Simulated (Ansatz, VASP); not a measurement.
# Ni in two plane-wave programs

One calculation is typed for both programs; each brings its own data sets. How far apart do they land? The structure shown is the end of the Ansatz relaxation below.

Method: plane waves, with VASP 6.6.1 beside it; single point at PBEsol, in Ansatz 0.2.0.

## Step 1: Set-up

It takes space group R-3m (No. 166, trigonal). Conventional cell: a = 2.375 Å, b = 2.375 Å, c = 6.109 Å, α = 90.00°, β = 90.00°, γ = 120.00°. Nearest to Ni lie 12 Ni at 2.38 to 2.45 Å.

## Step 2: Ansatz: relaxation, PBEsol

Ansatz runs on its PAW soft_1 files.

This run makes the geometry at which the two programs are then compared.

The input, input.yaml:

```yaml
crystal:
  lattice:
    - [2.37504597, 0.0, 0.0]
    - [-1.187522985, 2.0568501452, 0.0]
    - [0.0, 0.0, 6.105534404]
  atoms:
    - { symbol: Ni, position: [0.0, 0.0, 0.0], spin: 0.7 }
    - { symbol: Ni, position: [0.3333333, 0.6666667, 0.3333333], spin: 0.7 }
    - { symbol: Ni, position: [0.6666667, 0.3333333, 0.6666667], spin: 0.7 }
magnetization:
  spin_polarized: true
kpoints:
  mp_grid: { grid: [20, 20, 7] }
scf:
  occupations: { method: fermi_dirac, width: 0.05 }
hamiltonian:
  xc: pbesol
  pseudopotentials: { kind: paw, azcp: { folder: soft_1 }, xc_functional: pbe }
basis:
  ecutwfc: 600
output:
  forces: true
  stress: true
  write_density: true
  write_potential: true
  elf: true
  volumetric_format: npy
relax:
  f_tol: 0.005
  max_steps: 70
  cell: { stress_tol: 0.02, p_target: 0, fix: [a, b, alpha, beta, gamma] }
```

Launch:

```sh
> ansatz run input.yaml --threads 4 --pin off --max-ram 10240MiB --backend cpu --events-out ev --progress --plain --runs-dir out
```

Numbers of over 12 decimals in the logs are rounded to 6 here.

Output:

```text
Engine: ansatz 0.2.0, x86_64-unknown-linux-gnu
Pseudopotentials: kind: paw
Pseudopotential: Ni, paw, valence charge 18, recommended cutoff 420 eV (normal), soft_1/Ni.paw.azcp
Functional definition: PBEsol
  exchange = pbesol_x
  correlation = pbesol_c
Crystal: 3 atoms, lattice volume = 29.826 Å³
Basis set: ecut = 600 eV, 997 PW (Γ), exchange–correlation on 40×40×100 points (8 copies of the dense FFT grid, shifted against one another)
Bands: 34, of which v1, the nominal top of the filled ones, is band 27 counted from 1 (26 counted from 0)
Symmetry: 36 space group operations
Space group: R-3m (ITA 166), of the structure as read, at distance tolerance 3.1e-5 Å
Magnetic group: BNS 166.97 (UNI 1327), of the structure as read, at distance tolerance 3.1e-5 Å
k-points: 275 of 2800
Non-local potential: Ni, projectors of the file, l = 0: 3, l = 1: 2, l = 2: 3, l = 3: 1
PAW form: soft (Blöchl's): semilocal exchange-correlation on the pseudo side does not see the compensation charge
PAW frozen core: Ni, regenerated for the run's functional, and the local potential with it (the file was generated under x = pbe(κ = 0.804, μ = 0.219515), c = pbe(β = 0.066725))
PAW one-centre angular grid: Ni, 590 points (default); XC on 64 Gauss nodes
Initial density: superposition of atomic densities (chi_scale 0.1, normalization cell)
Starting moments: Σ|m| = 2.1 μB on 3 of 3 sites
Initial wavefunctions: pseudopotential atomic-orbital guess
Functional: x = pbesol(κ = 0.804, μ = 0.123457), c = pbesol(β = 0.046)
SCF iter   1: F=—  HF=-17412.946758 eV  |F-HF|=—  |Δ(HF+E_count)|=         —  Δρ=9.25e-2 (↑4.41e-2 ↓9.25e-2)  dr2=3.06e0  dr2_m=1.62e-1  M=2.148 μB ∫|m|=2.251 μB  β_m=0.30  ethr=3.10e-3  ⟨swp⟩=4.1  Hψ=75913  notcnv=0
Mixer restart at iter 1: flushing history
preconditioner: auto → none  [metal: Δε(μ)=0.002 eV  Ē_g=9.679 eV  σ=0.050 eV  W_gap=0.01  n_scr=4 (ndim 8)  ℏωp=37.2 eV  f_vac=0.000  D(μ)=4.26/eV (n_scr^D=50)  sad-step TF]
SCF iter   2: F=—  HF=-17412.314131 eV  |F-HF|=—  |Δ(HF+E_count)|=   6.33e-1  Δρ=2.65e-2 (↑1.28e-2 ↓2.65e-2)  dr2=9.26e-2  dr2_m=8.29e-2  M=2.107 μB ∫|m|=2.242 μB  β_m=0.33  ethr=3.10e-3  ⟨swp⟩=2.8  Hψ=32900  notcnv=0  defer=530
SCF iter   3: F=—  HF=-17413.400430 eV  |F-HF|=—  |Δ(HF+E_count)|=         —  Δρ=1.69e-2 (↑1.69e-2 ↓7.69e-3)  dr2=1.94e-2  dr2_m=3.07e-2  M=2.070 μB ∫|m|=2.236 μB  β_m=0.33  ethr=1.71e-4  ⟨swp⟩=2.2  Hψ=30139  notcnv=0  defer=536
Mixer restart at iter 3: flushing history
SCF iter   4: F=—  HF=-17414.038407 eV  |F-HF|=—  |Δ(HF+E_count)|=   6.38e-1  Δρ=1.06e-2 (↑1.06e-2 ↓4.27e-3)  dr2=1.83e-2  dr2_m=7.62e-3  M=2.019 μB ∫|m|=2.200 μB  β_m=0.57  ethr=3.58e-5  ⟨swp⟩=2.6  Hψ=37380  notcnv=0  defer=536
SCF iter   5: F=—  HF=-17414.758112 eV  |F-HF|=—  |Δ(HF+E_count)|=   7.20e-1  Δρ=7.19e-3 (↑3.40e-3 ↓7.19e-3)  dr2=1.93e-2  dr2_m=1.89e-3  M=1.930 μB ∫|m|=2.135 μB  β_m=0.61  ethr=3.39e-5  ⟨swp⟩=2.9  Hψ=39183  notcnv=0  defer=549
SCF iter   6: F=—  HF=-17414.901508 eV  |F-HF|=—  |Δ(HF+E_count)|=   1.43e-1  Δρ=1.41e-2 (↑1.17e-2 ↓1.41e-2)  dr2=1.02e-1  dr2_m=4.20e-4  M=1.916 μB ∫|m|=2.127 μB  β_m=0.48  ethr=3.39e-5  ⟨swp⟩=2.7  Hψ=39681  notcnv=0  defer=584  recentre
SCF iter   7: F=—  HF=-17414.855832 eV  |F-HF|=—  |Δ(HF+E_count)|=   4.57e-2  Δρ=4.14e-3 (↑1.36e-3 ↓4.14e-3)  dr2=4.84e-3  dr2_m=8.02e-4  M=1.892 μB ∫|m|=2.105 μB  β_m=0.74  ethr=3.39e-5  ⟨swp⟩=2.3  Hψ=39087  notcnv=0  defer=624
SCF iter   8: F=—  HF=-17414.870081 eV  |F-HF|=—  |Δ(HF+E_count)|=   1.42e-2  Δρ=2.65e-3 (↑1.04e-3 ↓2.65e-3)  dr2=2.24e-3  dr2_m=2.22e-4  M=1.875 μB ∫|m|=2.090 μB  β_m=0.87  ethr=8.96e-6  ⟨swp⟩=2.2  Hψ=29241  notcnv=0  defer=625
SCF iter   9: F=—  HF=-17414.871718 eV  |F-HF|=—  |Δ(HF+E_count)|=   1.64e-3  Δρ=1.52e-4 (↑6.04e-5 ↓1.52e-4)  dr2=6.76e-6  dr2_m=6.54e-7  M=1.869 μB ∫|m|=2.085 μB  β_m=0.77  ethr=4.16e-6  ⟨swp⟩=2.0  Hψ=28896  notcnv=0  defer=629
SCF iter  10: F=—  HF=-17414.871721 eV  |F-HF|=—  |Δ(HF+E_count)|=   3.51e-6  Δρ=1.18e-5 (↑8.57e-6 ↓1.18e-5)  dr2=4.06e-8  dr2_m=7.16e-9  M=1.868 μB ∫|m|=2.084 μB  β_m=0.82  ethr=1.25e-8  ⟨swp⟩=2.0  Hψ=33768  notcnv=0  defer=629
SCF iter  11: F=-17414.871721 eV  HF=-17414.871721 eV  |F-HF|=2.51e-8  |Δ(HF+E_count)|=   7.00e-8  Δρ=9.08e-6 (↑4.89e-6 ↓9.08e-6)  dr2=2.94e-8  dr2_m=2.25e-9  M=1.868 μB ∫|m|=2.084 μB  ethr=7.52e-11  ⟨swp⟩=5.8  Hψ=110503  notcnv=0
SCF 1 converged in 11 iterations: F = -17414.871721 eV  dr2 = 2.94e-8
  greatest PAW one-centre occupation: 1.001 electrons in one spin orbital (limit 2), on the Ni atom at site 2 (counted from 0), in its partial waves of l = 1
relax step   1: F+E_penalty+E_count = -17414.87172106 eV  Δ(F+E_penalty+E_count) = +0.000e0 eV  max|allowed force component| = 1.662e-27 eV/Å  Δτ_max = 0.0000 Å  P = +11.972 GPa  Ω = 29.826 Å³  fix = [a, b, alpha, beta, gamma]  reactions: a +17.843, b +17.843 GPa  (11 SCF iters, dr2 threshold 1.00e-7 eV, accepted)
[...]
relax step   2: F+E_penalty+E_count = -17414.87172592 eV  Δ(F+E_penalty+E_count) = -4.860e-6 eV  max|allowed force component| = 2.528e-27 eV/Å  Δτ_max = 0.0000 Å  P = +11.919 GPa  Ω = 29.832 Å³  energy of the carried Pulay correction = -2.175e-6 eV  fix = [a, b, alpha, beta, gamma]  reactions: a +17.812, b +17.812 GPa  (5 SCF iters, dr2 threshold 1.30e-7 eV, accepted)
[...]
relax step   3: F+E_penalty+E_count = -17414.87172650 eV  Δ(F+E_penalty+E_count) = -5.728e-7 eV  max|allowed force component| = 4.712e-28 eV/Å  Δτ_max = 0.0000 Å  P = +11.845 GPa  Ω = 29.841 Å³  energy of the carried Pulay correction = -5.219e-6 eV  fix = [a, b, alpha, beta, gamma]  reactions: a +17.768, b +17.768 GPa  (5 SCF iters, dr2 threshold 4.42e-8 eV, accepted)
[...]
relax step   4: F+E_penalty+E_count = -17414.87173149 eV  Δ(F+E_penalty+E_count) = -4.989e-6 eV  max|allowed force component| = 4.095e-28 eV/Å  Δτ_max = 0.0000 Å  P = +11.845 GPa  Ω = 29.841 Å³  fix = [a, b, alpha, beta, gamma]  reactions: a +17.768, b +17.768 GPa  stress off target by 9.01e-5 GPa on what of the cell is left free  SCF on the basis re-selected at this cell (its energy is not comparable with the rows above)  (7 SCF iters)
basis re-selected at this cell: Δ(F+E_penalty+E_count) = -4.989e-6 eV, ΔP = +0.000 GPa vs the last step (what re-selecting the basis moved, of the pressure what is left beyond the Pulay correction that the steps carried, after the strain that the cell walked since its last selection, with what the two solves' SCF thresholds leave and, on support functions, any second-order correction that the steps lacked; it is no m [...]
SCF converged after 7 iterations
Magnetization: 1.8687 μB (27.9344 up, 26.0656 down)
Absolute magnetization: 2.0880 μB (∫|ρ↑−ρ↓|, with the PAW one-centre terms)
Spin contamination: 0.0151 ħ² per cell (⟨S²⟩ above its minimum at these occupations)
Per-site moments (μB) at R_I (Å): [(0.655687, 0.979706), (0.655687, 0.979706), (0.655687, 0.979706)]
Free energy (F): -17414.871731 eV
Harris-Foulkes:  -17414.871731 eV  (|F-HF|=7.28e-12)
Internal energy: -17414.832540 eV  (E = F + TS)
E sigma→0 (E₀):  -17414.852136 eV
Entropy (-TS):   -0.039191 eV (-13.064 meV/atom)
Fermi energy:    19.870112 eV
--- Per-component energies (eV) ---
  E_band       = -768.247102
  E_kinetic    = 1024.284415
  E_local      = -7773.047080  (includes V_loc(G=0)·N_el)
  E_nonlocal   = -343.375583
  E_hartree    = 4277.113472
  E_xc         = -338.971862
  E_vxc        = -439.409696  (∫ρ·V_xc dr)
  E_paw        = -4866.110112  (= ΣΔE_a)
  E_vpaw       = -1790.926902  (= ΣTr[D̂ρ^β])
  E_aug_tail   = 0.000790  (compensation charges beyond the density's cutoff)
  E_ewald      = -9395.318448
  E_core_change = 0.591868  (= ΣΔE_core)
  E_smearing   = -0.039191  (= −TS)
  E_closure    = 0.000000  (closes the sum)
  Σ components = -17414.871731   (vs F -17414.871731, Δ=0.00e0)
--- Forces (eV/Å), atoms counted from 1 ---
  atom   1  Ni     0.00000000     0.00000000     0.00000000
  atom   2  Ni     0.00000000     0.00000000     0.00000000
  atom   3  Ni    -0.00000000    -0.00000000     0.00000000
  max |Σ_I F_I| component: 6.14e-28 eV/Å
--- Stress (GPa, compression-positive) ---
       17.768140       0.000000      -0.000000
        0.000000      17.768140       0.000000
        0.000000       0.000000      -0.000090
  P = ⅓ Tr σ = 11.8454 GPa (118.454 kbar)
--- Band table (eV; the first three rows and the last of 550) ---
  k-point 0 ↑: bands = [... 23 lower, 17.3151, 18.5474, 18.5474, 18.9669, 18.9669, 18.9669, 18.9669, 29.9783, ... 3 higher]
  k-point 1 ↑: bands = [... 23 lower, 17.4371, 18.5449, 18.5449, 18.8195, 18.8195, 19.1059, 19.1059, 28.0708, ... 3 higher]
  k-point 2 ↑: bands = [... 23 lower, 18.1196, 18.5424, 18.5424, 18.6899, 18.6899, 19.2131, 19.2131, 26.5033, ... 3 higher]
  k-point 274 ↓: bands = [... 23 lower, 18.8346, 19.9355, 19.9804, 20.0177, 24.9590, 25.5472, 25.8339, 27.3666, ... 3 higher]
--- Relaxed structure (3 steps of the walk, 3 accepted, 1 SCFs on fresh bases) ---
  F+E_penalty+E_count = -17414.87173149 eV   max|allowed force component| = 4.095e-28 eV/Å   (the final SCF, on the basis selected at the relaxed cell)
  cell:  # Å, volume = 29.8411 Å³
    - [2.375046, 0, 0]
    - [-1.187523, 2.056850, 0]
    - [0, 0, 6.108585]
  atoms:
    - { symbol: Ni, position: [0, 0, 0] }
    - { symbol: Ni, position: [0.333333, 0.666667, 0.333333] }
    - { symbol: Ni, position: [0.666667, 0.333333, 0.666667] }
```

The column dr2 measures how far the density is from self-consistency, as an energy; F and HF (Harris–Foulkes) agree once it is small.

## Step 3: VASP: single point, PBEsol, pair 1

The same cell, functional, mesh and smearing now go to VASP, with its own data sets.

Lines of VASP's logs that name or quote its potential files are left out, and so is its time.

The input, INCAR:

```
SYSTEM = Ni
PREC = Accurate
ENCUT = 600
EDIFF = 1E-06
NELM = 200
ISMEAR = -1
SIGMA = 0.05
LREAL = .FALSE.
ALGO = Normal
GGA = PS
NBANDS = 24
ISPIN = 2
MAGMOM = 0.66 0.66 0.66
LASPH = .TRUE.
LMAXMIX = 4
LORBIT = 11
LWAVE = .FALSE.
LCHARG = .FALSE.
ISIF = 2
GGA_COMPAT = .FALSE.
KPAR = 2
```

The input, POSCAR:

```
Ni
1.0
    2.3750459700      0.0000000000      0.0000000000
   -1.1875229850      2.0568501452      0.0000000000
    0.0000000000      0.0000000000      6.1085846194
Ni
3
Direct
    0.0000000000      0.0000000000      0.0000000000
    0.3333333333      0.6666666667      0.3333333333
    0.6666666667      0.3333333333      0.6666666667
```

The input, KPOINTS:

```
Automatic mesh
0
Gamma
20 20 7
0 0 0
```

Potentials, in the order of the species: Ni (PBE family, release 64).

Launch:

```sh
> mpirun -np 2 vasp_std
```

Output:

```text
[banner, memory and clock lines left out]
running    2 mpi-ranks, on    1 nodes
 distrk:  each k-point on    1 cores,    2 groups
 distr:  one band on    1 cores,    1 groups

 POSCAR found type information on POSCAR Ni
 POSCAR found :  1 types and       3 ions
|                                                                             |
|               ----> ADVICE to this user running VASP <----                  |
|                                                                             |
|     You enforced a specific xc type in the INCAR file but a different       |
|     [... a line on the potential file left out ...]
|     I HOPE YOU KNOW WHAT YOU ARE DOING!                                     |
|                                                                             |

 LDA part: xc-table for (Slater+PW92), standard interpolation
 POSCAR, INCAR and KPOINTS ok, starting setup
 FFT: planning ... GRIDC
 FFT: planning ... GRID_SOFT
 FFT: planning ... GRID
 WAVECAR not read
 entering main loop
       N       E                     dE             d eps       ncg     rms          rms(c)
DAV:   1     0.173440052367E+03    0.17344E+03   -0.14414E+04 28048   0.199E+03
DAV:   2    -0.128358598750E+02   -0.18628E+03   -0.17329E+03 26464   0.317E+02
DAV:   3    -0.217985751346E+02   -0.89627E+01   -0.86382E+01 30864   0.932E+01
DAV:   4    -0.219212857488E+02   -0.12271E+00   -0.12265E+00 32840   0.988E+00
DAV:   5    -0.219247335695E+02   -0.34478E-02   -0.34477E-02 31792   0.148E+00    0.200E+01
DAV:   6    -0.191946169714E+02    0.27301E+01   -0.18874E+01 29248   0.783E+01    0.946E+00
DAV:   7    -0.184058404003E+02    0.78878E+00   -0.35458E+00 30824   0.312E+01    0.386E+00
DAV:   8    -0.183409194387E+02    0.64921E-01   -0.53175E-02 37984   0.310E+00    0.164E+00
DAV:   9    -0.183334715950E+02    0.74478E-02   -0.27119E-03 38272   0.505E-01    0.496E-01
DAV:  10    -0.183320465127E+02    0.14251E-02   -0.37388E-04 34408   0.215E-01    0.172E-01
DAV:  11    -0.183318172184E+02    0.22929E-03   -0.14792E-04 36672   0.153E-01    0.426E-02
DAV:  12    -0.183317971304E+02    0.20088E-04   -0.15059E-05 33296   0.375E-02    0.211E-02
DAV:  13    -0.183317970178E+02    0.11258E-06   -0.40146E-06 28872   0.202E-02
   1 F= -.18331797E+02 E0= -.18311629E+02  d E =-.403366E-01  mag=     1.8329
```

OUTCAR, selected parts (step 3):

```text
ion  position               nearest neighbor table
   1  0.000  0.000  0.000-   2 2.45   3 2.45   3 2.45   2 2.45   3 2.45   2 2.45
   2  0.333  0.667  0.333-   1 2.45   1 2.45   1 2.45   3 2.45   3 2.45   3 2.45
   3  0.667  0.333  0.667-   1 2.45   1 2.45   1 2.45   2 2.45   2 2.45   2 2.45

  LATTYP: Found a hexagonal cell.
 ALAT       =     2.3750459700
 C/A-ratio  =     2.5719858464

 Subroutine GETGRP returns: Found 12 space group operations
 (whereof 12 operations were pure point group operations)

The static configuration has the point symmetry D_3d.

 Found    275 irreducible k-points:

   k-points           NKPTS =    275   k-points in BZ     NKDIM =    275   number of bands    NBANDS=     24

   dimension x,y,z NGX =    20 NGY =   20 NGZ =   50
   dimension x,y,z NGXF=    40 NGYF=   40 NGZF=  100

   ENCUT  =  600.0 eV  44.10 Ry    6.64 a.u.   4.74  4.74 12.20*2*pi/ulx,y,z

   NELECT =      30.0000    total number of electrons

 k-points in reciprocal lattice and weights: Automatic mesh
   0.00000000  0.00000000  0.00000000       0.000
   0.05000000  0.00000000  0.00000000       0.002
   0.10000000  0.00000000  0.00000000       0.002
   0.15000000  0.00000000  0.00000000       0.002
   0.20000000  0.00000000  0.00000000       0.002
   0.25000000  0.00000000  0.00000000       0.002
   0.30000000  0.00000000  0.00000000       0.002
   0.35000000  0.00000000  0.00000000       0.002
   0.40000000  0.00000000  0.00000000       0.002
[...]
0.30000000  0.30000000  0.42857143       0.004
   0.35000000  0.30000000  0.42857143       0.004

 average (electrostatic) potential at core
       1 -80.7166       2 -80.7166       3 -80.7166

 E-fermi :  10.5073

 spin component 1
 k-point     1 :       0.0000    0.0000    0.0000
  band No.  band energies     occupation
    ...
     14       9.2078      1.00000
     15       9.6232      1.00000
     16       9.6232      1.00000
     17       9.6232      1.00000
     18       9.6232      1.00000
     19      20.7042      0.00000
     20      20.7042      0.00000
     21      34.6096      0.00000
     22      34.9958      0.00000
     23      34.9958      0.00000
    ...

 k-point     2 :       0.0500    0.0000    0.0000
  band No.  band energies     occupation
    ...
     14       9.2049      1.00000
     15       9.5095      1.00000
     16       9.6241      1.00000
     17       9.7212      1.00000
     18       9.8235      1.00000
     19      20.7680      0.00000
     20      20.7699      0.00000
     21      34.0592      0.00000
     22      34.5758      0.00000
     23      34.5785      0.00000
    ...

 k-point     3 :       0.1000    0.0000    0.0000
  band No.  band energies     occupation
    ...
     14       9.2003      1.00000
     15       9.3845      1.00000
     16       9.8015      1.00000
     17       9.8113      1.00000
     18      10.1580      0.99907
     19      20.9572      0.00000
     20      20.9711      0.00000
     21      31.7556      0.00000
     22      33.6629      0.00000
     23      34.1518      0.00000
    ...

 k-point     4 :       0.1500    0.0000    0.0000
  band No.  band energies     occupation
    ...
     13       8.9996      1.00000
     14       9.2085      1.00000
     15       9.2549      1.00000
     16       9.8639      1.00000
     17      10.1100      0.99965
     18      10.5610      0.25435
     19      21.2693      0.00000
     20      21.3117      0.00000
     21      29.2096      0.00000
     22      32.1750      0.00000
    ...

 k-point     5 :       0.2000    0.0000    0.0000
  band No.  band energies     occupation
    ...
     13       8.9089      1.00000
     14       9.1360      1.00000
     15       9.2555      1.00000
     16       9.9096      0.99999
     17      10.4619      0.71226
     18      11.0037      0.00005
     19      21.7025      0.00000
     20      21.7793      0.00000
     21      26.7122      0.00000
     22      30.1662      0.00000
    ...

 k-point     6 :       0.2500    0.0000    0.0000
  band No.  band energies     occupation
    ...
     12       8.9318      1.00000
     13       8.9679      1.00000
     14       9.0995      1.00000
     15       9.3697      1.00000
     16       9.9409      0.99999
     17      10.8404      0.00128
     18      11.4899      0.00000
     19      22.2358      0.00000
     20      22.2513      0.00000
     21      24.4840      0.00000
    ...

  Total        3.1801826      3.1801826     -0.0679735      0.0000000     -0.0000000      0.0000000
  in kB      170.7447536    170.7447536     -3.6495140      0.0000000     -0.0000000      0.0000000
  external PRESSURE =     112.6133311 kB  Pullay stress =       0.0000000 kB

  energy-cutoff  :      600.00
  volume of cell :       29.84
      direct lattice vectors                 reciprocal lattice vectors
     2.375045970  0.000000000  0.000000000     0.421044482  0.243090145  0.000000000
    -1.187522985  2.056850145  0.000000000     0.000000000  0.486180290  0.000000000
     0.000000000  0.000000000  6.108584619     0.000000000  0.000000000  0.163704043

 POSITION                                       TOTAL-FORCE (eV/Angst)
 -----------------------------------------------------------------------------------
      0.00000      0.00000      0.00000        -0.000000     -0.000000      0.000000
     -0.00000      1.37123      2.03619         0.000000     -0.000000      0.000000
      1.18752      0.68562      4.07239        -0.000000      0.000000     -0.000000
 -----------------------------------------------------------------------------------
    total drift:                               -0.000000      0.000000      0.000000

  FREE ENERGIE OF THE ION-ELECTRON SYSTEM (eV)
  ---------------------------------------------------
  free  energy   TOTEN  =       -18.3317970178 eV

  energy  without entropy=      -18.2914603920  energy(sigma->0) =      -18.31162870

 total charge
# of ion       s       p       d       tot
------------------------------------------
    1        0.542   0.590   8.361   9.493
    2        0.542   0.590   8.361   9.493
    3        0.542   0.590   8.361   9.493
--------------------------------------------------
tot          1.627   1.769  25.084  28.480

 magnetization (x)
# of ion       s       p       d       tot
------------------------------------------
    1       -0.006  -0.024   0.642   0.612
    2       -0.006  -0.024   0.642   0.612
    3       -0.006  -0.024   0.642   0.612
--------------------------------------------------
tot         -0.018  -0.071   1.926   1.837

[... 6 further parts left out ...]
```

The magnetic state follows from one typed start and may not be the lowest.

## Step 4: Differences

Known differences besides the potentials themselves: VASP starts from the moments at which Ansatz ended; the data sets hold 54 valence electrons in Ansatz (on its PAW soft_1 files) and 30 in VASP; Ansatz makes its cores anew for this functional, VASP keeps those of its PBE data sets; Ansatz's pressure holds a Pulay correction, VASP's none; site moments are counted in spheres of each program's own size. Total energies have different zeros and are not compared.

Both answers:

| quantity | Ansatz | VASP | difference |
| --- | --- | --- | --- |
| pressure (GPa) | 11.85 | 11.26 | +0.58 |
| total moment (μB) | 1.87 | 1.83 | +0.04 |
| moment on Ni1 (μB) | 0.66 | 0.61 | +0.04 |
| moment on Ni2 (μB) | 0.66 | 0.61 | +0.04 |
| moment on Ni3 (μB) | 0.66 | 0.61 | +0.04 |

(Continued in part 2 of 2.)

[Lines on the potential files, build, host, timing and source positions are cut from VASP's logs without a mark.]

[Logs are printed without paths, hosts, clocks, repeated set-up lines and the standing remarks that a program may print on its own settings, such as how far it seeks lower states.]

[Hosts, paths, dates, database ids (printed as entryN), source tags and the programs' standing remarks are cut or masked in the printed files.]
